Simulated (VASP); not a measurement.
VASP ran on this input.

**INCAR**
```
# general
SYSTEM  = PbF2
PREC    = Accurate
ENCUT   = 620
LREAL   = .FALSE.
LASPH   = .TRUE.

# electronic loop
EDIFF   = 1E-6
NELM    = 100
ALGO    = Normal
LMAXMIX = 4

# smearing
ISMEAR  = 0
SIGMA   = 0.05

# functional
GGA     = PE

# ions
IBRION  = 2
NSW     = 40
ISIF    = 3
EDIFFG  = -0.02
PSTRESS = 50

# output
LWAVE   = .FALSE.
LCHARG  = .FALSE.
```

KPOINTS:
```
Automatic mesh
0
Gamma
7 7 7
0 0 0
```

POSCAR:
```
PbF2
1
    0.0000000000     2.9970633655     2.9970633655
    2.9970633655     0.0000000000     2.9970633655
    2.9970633655     2.9970633655     0.0000000000
Pb F
1 2
Direct
  0.0000000000   0.0000000000   0.0000000000
  0.2500000000   0.2500000000   0.2500000000
  0.7500000000   0.7500000000   0.7500000000
```

POTCAR, in this order: Pb_d F (PBE.64 set). Program: vasp_std.

Write an equivalent input for Quantum ESPRESSO's pw.x.

One equivalent input (not run):
```
&CONTROL
  calculation = 'vc-relax'
  pseudo_dir = './pseudo'
  outdir = './out'
  tprnfor = .true.
  tstress = .true.
  nstep = 40
  forc_conv_thr = 0.00078
/
&SYSTEM
  ibrav = 0
  nat = 3
  ntyp = 2
  ecutwfc = 84
  occupations = 'smearing'
  smearing = 'gaussian'
  degauss = 0.003675
  input_dft = 'pbe'
/
&ELECTRONS
  conv_thr = 7.3e-08
  electron_maxstep = 100
/
&IONS
/
&CELL
  press = 50
/
ATOMIC_SPECIES
  Pb 207.200 Pb.upf
  F 18.998 F.upf
CELL_PARAMETERS angstrom
     0.0000000    2.9970634    2.9970634
     2.9970634    0.0000000    2.9970634
     2.9970634    2.9970634    0.0000000
ATOMIC_POSITIONS crystal
  Pb   0.0000000  0.0000000  0.0000000
  F    0.2500000  0.2500000  0.2500000
  F    0.7500000  0.7500000  0.7500000
K_POINTS automatic
  7 7 7 0 0 0
```
Limits of the translation: the potentials are each code's own (VASP's PAW set, PseudoDojo norm-conserving files in pw.x), so ENCUT and ecutwfc are chosen apart and not converted; conv_thr bounds pw.x's estimated SCF error, while EDIFF bounds the energy change between steps; forc_conv_thr acts on force components and is met together with etot_conv_thr.

The compound is PbF2 in the fluorite structure, the β form. This run relaxes it under an external pressure of 5 GPa. Symmetry was kept, so distortions that lower it aren't found.
